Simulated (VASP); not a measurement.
Here is the system:

```xyz
2
Lattice="0.0000 3.5074 3.5074 3.5074 0.0000 3.5074 3.5074 3.5074 0.0000" Properties=species:S:1:pos:R:3 pbc="T T T"
K      0.0000     0.0000     0.0000
I      3.5074     3.5074     3.5074
```

All values below come from PBE GGA with D3 dispersion (Becke-Johnson damping), VASP's PBE PAW potentials (set 64) (plane waves; VASP). Numerical set-up: 520 eV cut-off, 7×7×7 Γ-centred mesh, tetrahedra with Blöchl corrections, potentials K_sv I.

Unless said otherwise, spin-orbit coupling is left out, though it shifts the bands of the heavy elements here.

Question: Predict the energy per atom (σ→0), band gap (on the k-mesh) with the smallest direct gap where there is one.

Answer: 
```yaml
band gap (on the k-mesh): 4.01 eV
smallest direct gap (on the k-mesh): 4.01 eV
energy per atom (σ→0): -3.006 eV/atom
```

The absolute energy has meaning only against runs of the same code, potentials and settings.

The compound is KI in the rock salt structure. It was relaxed first.
